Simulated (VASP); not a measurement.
```
CELL_PARAMETERS angstrom
      4.72150     0.00000     0.00000
      0.00000     4.72150     0.00000
      0.00000     0.00000     4.72150
ATOMIC_POSITIONS crystal
  Ag 0.75000 0.25000 0.75000
  Ag 0.25000 0.75000 0.75000
  Ag 0.75000 0.75000 0.25000
  Ag 0.25000 0.25000 0.25000
  O  0.00000 0.00000 0.00000
  O  0.50000 0.50000 0.50000
```

The numbers are results of vdW-DF-cx, VASP's PBE PAW potentials (set 64) (plane waves; VASP), not measurements. Run with 520 eV cut-off, Gaussian smearing of 0.050 eV, potentials Ag O.

**Question.** Predict the band gap (along the path) with the smallest direct gap where there is one.

**Answer.** 
The band gap (along the path) comes out as 0.04 eV. The smallest direct gap (along the path) is 0.04 eV.

The compound is Ag2O in the cuprite structure. It was relaxed first.
